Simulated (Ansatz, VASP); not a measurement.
# Mo2CO2 (Mo2CO2 MXene bilayer, AA) in two plane-wave programs, part 2 of 2

One calculation is typed for both programs; each brings its own data sets. How far apart do they land? The structure shown is the start of the Ansatz relaxation below; VASP solves that cell, so the two are compared at the walk's first step.

VASP 6.6.1 and Ansatz 0.2.0.

So far: Starting point; Ansatz: relaxation, PBE with D3(BJ).

## (3) VASP: single point, PBE with D3(BJ), start cell

Level of this step: PBE with D3(BJ), no spin polarisation; plane waves and PAW (O, Mo_sv, C) (VASP).

The same cell, functional, mesh and smearing now go to VASP, with its own data sets.

Lines of VASP's logs that name or quote its potential files are left out, and so is its time.

Input file INCAR:

```
SYSTEM = Mo2CO2
PREC = Accurate
ENCUT = 520
EDIFF = 1E-06
NELM = 120
ISMEAR = -1
SIGMA = 0.05
LREAL = .FALSE.
ALGO = Normal
GGA = PE
IVDW = 12
NBANDS = 54
LASPH = .TRUE.
LORBIT = 11
LWAVE = .FALSE.
LCHARG = .FALSE.
ISIF = 2
LDIPOL = .TRUE.
IDIPOL = 3
DIPOL = 0.5 0.5 0.5
LVHAR = .TRUE.
GGA_COMPAT = .FALSE.
NELMDL = -8
KPAR = 2
```

Input file POSCAR:

```
Mo2CO2
1.0
    3.0247360000      0.0000000000      0.0000000000
   -1.5123680000      2.6194980000      0.0000000000
    0.0000000000      0.0000000000     54.8380790000
O Mo C
4 4 2
Direct
    0.3333333333      0.6666666667      0.3911515573
    0.6666666667      0.3333333333      0.4735585103
    0.3333333333      0.6666666667      0.5264414714
    0.6666666667      0.3333333333      0.6088484427
    0.6666666667      0.3333333333      0.4105913156
    0.3333333333      0.6666666667      0.4541187520
    0.6666666667      0.3333333333      0.5458812480
    0.3333333333      0.6666666667      0.5894086662
    0.0000000000      0.0000000000      0.4323550429
    0.0000000000      0.0000000000      0.5676449571
```

Input file KPOINTS:

```
Automatic mesh
0
Gamma
12 12 1
0 0 0
```

PAW data sets: O, Mo_sv and C (PBE family, release 64).

Launch:

```
$ mpirun -np 2 vasp_std
```

Numbers of over 12 decimals in the logs are rounded to 6 here.

The program printed:

```text
[banner, memory and clock lines left out]
running    2 mpi-ranks, on    1 nodes
 distrk:  each k-point on    1 cores,    2 groups
 distr:  one band on    1 cores,    1 groups

 POSCAR found type information on POSCAR O MoC
 POSCAR found :  3 types and      10 ions
 LDA part: xc-table for (Slater+PW92), standard interpolation
|                                                                             |
|           W    W    AA    RRRRR   N    N  II  N    N   GGGG   !!!           |
|           W    W   A  A   R    R  NN   N  II  NN   N  G    G  !!!           |
|           W    W  A    A  R    R  N N  N  II  N N  N  G       !!!           |
|           W WW W  AAAAAA  RRRRR   N  N N  II  N  N N  G  GGG   !            |
|           WW  WW  A    A  R   R   N   NN  II  N   NN  G    G                |
|           W    W  A    A  R    R  N    N  II  N    N   GGGG   !!!           |
|                                                                             |
|     One of the lattice vectors is very long (>50 A), but AMIN is rather     |
|     large. This can spoil convergence since charge sloshing might occur     |
|     along the long lattice vector. If problems with convergence are         |
|     observed, try to decrease AMIN to a smaller value (e.g. 0.01).          |
|     Note: This warning only applies if the self-consistency cycle is        |
|     used.                                                                   |
|                                                                             |

 POSCAR, INCAR and KPOINTS ok, starting setup
 FFT: planning ... GRIDC
 FFT: planning ... GRID_SOFT
 FFT: planning ... GRID
 WAVECAR not read
 entering main loop
       N       E                     dE             d eps       ncg     rms          rms(c)
DAV:   1     0.888285098552E+03    0.88829E+03   -0.49658E+04  2636   0.137E+03
DAV:   2    -0.335711789807E+02   -0.92186E+03   -0.90785E+03  2580   0.382E+02
DAV:   3    -0.107505205412E+03   -0.73934E+02   -0.72114E+02  2370   0.102E+02
DAV:   4    -0.110251483746E+03   -0.27463E+01   -0.26929E+01  2578   0.183E+01
DAV:   5    -0.110330825765E+03   -0.79342E-01   -0.78680E-01  2474   0.277E+00
DAV:   6    -0.110334400954E+03   -0.35752E-02   -0.35588E-02  2588   0.523E-01
DAV:   7    -0.110334542902E+03   -0.14195E-03   -0.14131E-03  2442   0.909E-02
DAV:   8    -0.110334549431E+03   -0.65288E-05   -0.64928E-05  2190   0.186E-02    0.730E+01
DAV:   9    -0.926491158102E+02    0.17685E+02   -0.13865E+02  2108   0.520E+01    0.175E+01
DAV:  10    -0.921406372772E+02    0.50848E+00   -0.31471E+01  2118   0.268E+01    0.180E+01
DAV:  11    -0.908118828023E+02    0.13288E+01   -0.73608E+00  2274   0.151E+01    0.443E+00
DAV:  12    -0.916078507704E+02   -0.79597E+00   -0.89554E+00  2448   0.118E+01    0.723E+00
DAV:  13    -0.906730877686E+02    0.93476E+00   -0.38559E+00  2454   0.633E+00    0.134E+00
DAV:  14    -0.906724766631E+02    0.61111E-03   -0.10899E-01  2456   0.136E+00    0.888E-01
[...]
DAV:  24    -0.906696780714E+02   -0.59956E-04   -0.36246E-06  1712   0.761E-03    0.369E-03
DAV:  25    -0.906697040580E+02   -0.25987E-04   -0.10520E-06  1418   0.343E-03    0.200E-03
DAV:  26    -0.906697335464E+02   -0.29488E-04   -0.99310E-07  1314   0.328E-03    0.935E-04
DAV:  27    -0.906697421134E+02   -0.85670E-05   -0.31035E-07  1260   0.159E-03    0.699E-04
DAV:  28    -0.906697465711E+02   -0.44577E-05   -0.99953E-08  1140   0.900E-04    0.504E-04
DAV:  29    -0.906697480517E+02   -0.14806E-05   -0.57947E-08  1122   0.617E-04    0.294E-04
DAV:  30    -0.906697494400E+02   -0.13884E-05   -0.45332E-08  1152   0.488E-04    0.954E-05
DAV:  31    -0.906697495928E+02   -0.15273E-06   -0.13969E-08  1116   0.250E-04
   1 F= -.93412106E+02 E0= -.93378512E+02  d E =-.671883E-01
```

OUTCAR, selected parts (step 3):

```text
ion  position               nearest neighbor table
   1  0.333  0.667  0.391-   5 2.05   5 2.05   5 2.05
   2  0.667  0.333  0.474-   6 2.05   6 2.05   6 2.05
   3  0.333  0.667  0.526-   7 2.05   7 2.05   7 2.05
   4  0.667  0.333  0.609-   8 2.05   8 2.05   8 2.05
   5  0.667  0.333  0.411-   1 2.05   1 2.05   1 2.05   9 2.12   9 2.12   9 2.12   6 2.96   6 2.96
                             6 2.96
   6  0.333  0.667  0.454-   2 2.05   2 2.05   2 2.05   9 2.12   9 2.12   9 2.12   5 2.96   5 2.96
                             5 2.96
   7  0.667  0.333  0.546-   3 2.05   3 2.05   3 2.05  10 2.12  10 2.12  10 2.12   8 2.96   8 2.96
                             8 2.96
   8  0.333  0.667  0.589-   4 2.05   4 2.05   4 2.05  10 2.12  10 2.12  10 2.12   7 2.96   7 2.96
                             7 2.96
   9  0.000  0.000  0.432-   6 2.12   6 2.12   6 2.12   5 2.12   5 2.12   5 2.12
  10  0.000  0.000  0.568-   8 2.12   7 2.12   8 2.12   7 2.12   7 2.12   8 2.12

  LATTYP: Found a hexagonal cell.
 ALAT       =     3.0247360000
 C/A-ratio  =    18.1298728220

 Subroutine GETGRP returns: Found 12 space group operations
 (whereof 12 operations were pure point group operations)

The static configuration has the point symmetry D_3d.

 Found     19 irreducible k-points:

   k-points           NKPTS =     19   k-points in BZ     NKDIM =     19   number of bands    NBANDS=     54

   dimension x,y,z NGX =    24 NGY =   24 NGZ =  420
   dimension x,y,z NGXF=    48 NGYF=   48 NGZF=  840

   ENCUT  =  520.0 eV  38.22 Ry    6.18 a.u.   5.62  5.62101.96*2*pi/ulx,y,z

   NELECT =      88.0000    total number of electrons

 k-points in reciprocal lattice and weights: Automatic mesh
   0.00000000  0.00000000  0.00000000       0.007
   0.08333333  0.00000000  0.00000000       0.042
   0.16666667  0.00000000  0.00000000       0.042
   0.25000000  0.00000000  0.00000000       0.042
   0.33333333  0.00000000  0.00000000       0.042
   0.41666667  0.00000000  0.00000000       0.042
   0.50000000  0.00000000  0.00000000       0.021
   0.08333333  0.08333333  0.00000000       0.042
   0.16666667  0.08333333  0.00000000       0.083
[...]
0.33333333  0.25000000  0.00000000       0.083
   0.33333333  0.33333333  0.00000000       0.014

 dipolmoment           0.000000      0.000000      0.000017 electrons x Angstroem

 average (electrostatic) potential at core
       1 -78.4205       2 -78.4228       3 -78.4227       4 -78.4201       5 -85.1643
       6 -85.1641       7 -85.1639       8 -85.1640       9 -57.4517      10 -57.4516

 E-fermi :  -1.8997

 k-point     1 :       0.0000    0.0000    0.0000
  band No.  band energies     occupation
    ...
     46      -2.5629      2.00000
     47      -2.0002      1.76394
     48      -2.0002      1.76394
     49      -1.9989      1.75819
     50      -1.9989      1.75819
     51      -0.0929      0.00000
     52      -0.0603      0.00000
     53       0.0811      0.00000
     54       0.0817      0.00000

 k-point     2 :       0.0833    0.0000    0.0000
  band No.  band energies     occupation
    ...
     44      -3.3216      2.00000
     45      -2.5682      2.00000
     46      -2.4835      1.99998
     47      -1.9000      1.00303
     48      -1.8995      0.99831
     49      -1.8292      0.39271
     50      -1.8003      0.24106
     51      -0.0724      0.00000
     52      -0.0351      0.00000
     53       0.0069      0.00000
    ...

 k-point     3 :       0.1667    0.0000    0.0000
  band No.  band energies     occupation
    ...
     42      -3.7152      2.00000
     43      -2.8133      2.00000
     44      -2.8028      2.00000
     45      -2.0307      1.86438
     46      -1.9741      1.63211
     47      -1.5816      0.00345
     48      -1.5325      0.00129
     49      -1.4629      0.00032
     50      -1.4605      0.00031
     51      -0.0837      0.00000
    ...

 Edisp (eV)   -2.74236

  Total       6.63447     6.63447     0.81050    -0.00000     0.00000     0.00000
  in kB      24.46410    24.46410     2.98864    -0.00000     0.00000     0.00000
  external pressure =       17.31 kB  Pullay stress =        0.00 kB

  energy-cutoff  :      520.00
  volume of cell :      434.50
      direct lattice vectors                 reciprocal lattice vectors
     3.024736000  0.000000000  0.000000000     0.330607365  0.190876267  0.000000000
    -1.512368000  2.619498000  0.000000000     0.000000000  0.381752534  0.000000000
     0.000000000  0.000000000 54.838079000     0.000000000  0.000000000  0.018235504

 POSITION                                       TOTAL-FORCE (eV/Angst)
 -----------------------------------------------------------------------------------
     -0.00000      1.74633     21.45000         0.000000      0.000000     -1.037637
      1.51237      0.87317     25.96904        -0.000000      0.000000      1.050987
     -0.00000      1.74633     28.86904         0.000000      0.000000     -1.050987
      1.51237      0.87317     33.38808        -0.000000     -0.000000      1.037637
      1.51237      0.87317     22.51604        -0.000000     -0.000000      1.630847
     -0.00000      1.74633     24.90300        -0.000000     -0.000000     -1.518744
      1.51237      0.87317     29.93508         0.000000     -0.000000      1.518744
     -0.00000      1.74633     32.32204         0.000000      0.000000     -1.630847
      0.00000      0.00000     23.70952         0.000000     -0.000000      0.007375
      0.00000      0.00000     31.12856         0.000000     -0.000000     -0.007375
 -----------------------------------------------------------------------------------
    total drift:                                0.000000     -0.000000      0.005602

  FREE ENERGIE OF THE ION-ELECTRON SYSTEM (eV)
  ---------------------------------------------------
  free  energy   TOTEN  =       -93.4121060668 eV

  energy  without entropy=      -93.3449177400  energy(sigma->0) =      -93.37851190

 vacuum level on the upper side and lower side of the slab         3.861         3.860

 total charge
# of ion       s       p       d       tot
------------------------------------------
    1        1.576   3.434   0.000   5.010
    2        1.576   3.434   0.000   5.011
    3        1.576   3.434   0.000   5.011
    4        1.576   3.434   0.000   5.010
    5        2.300   6.276   3.894  12.471
    6        2.300   6.276   3.894  12.471
    7        2.300   6.276   3.894  12.471
    8        2.300   6.276   3.894  12.471
    9        0.893   1.614   0.000   2.506
   10        0.893   1.614   0.000   2.506
--------------------------------------------------
tot         17.291  42.068  15.577  74.937

[... 3 further parts left out ...]
```

## (4) Comparison

Known differences besides the potentials themselves: Ansatz cuts the interaction across the vacuum, VASP repeats the sheet with a dipole correction; the cutoff is 420 eV in Ansatz and 520 eV in VASP. Total energies have different zeros and are not compared.

Forces (eV/Å; atoms numbered as in POSCAR):

```
atom        Ansatz x, y, z          VASP x, y, z
  O1  0.000, 0.000, -0.996  0.000, 0.000, -1.038
  O2   0.000, 0.000, 1.009   0.000, 0.000, 1.051
  O3  0.000, 0.000, -1.009  0.000, 0.000, -1.051
  O4   0.000, 0.000, 0.996   0.000, 0.000, 1.038
 Mo5   0.000, 0.000, 1.617   0.000, 0.000, 1.631
 Mo6  0.000, 0.000, -1.504  0.000, 0.000, -1.519
 Mo7   0.000, 0.000, 1.504   0.000, 0.000, 1.519
 Mo8  0.000, 0.000, -1.617  0.000, 0.000, -1.631
  C9   0.000, 0.000, 0.007   0.000, 0.000, 0.007
 C10  0.000, 0.000, -0.007  0.000, 0.000, -0.007
```

The forces differ by 16 meV/Å r.m.s., which is 2.3 % of the r.m.s. force of 0.690 eV/Å (both taken over all components). With vacuum in the cell, a pressure given here is an average over mostly empty space and none of the material.

## (5) Results

- r.m.s. force difference (single point, PBE with D3(BJ), start cell): 2.3 % of the r.m.s. force

What this shows: The r.m.s. force difference is 2.3 % of the r.m.s. force (single point, PBE with D3(BJ), start cell), within the 3 % picked in this series as the mark of a large difference. 1 further run of this series is not shown here. Such differences can come from data sets, numerical settings and the points named under the comparisons, not from the functional's error against experiment.

[Lines on the potential files, build, host, timing and source positions are cut from VASP's logs without a mark.]

[Logs are printed without paths, hosts, clocks, repeated set-up lines and the standing remarks that a program may print on its own settings, such as how far it seeks lower states.]

[Hosts, paths, dates, database ids (printed as entryN), source tags and the programs' standing remarks are cut or masked in the printed files.]
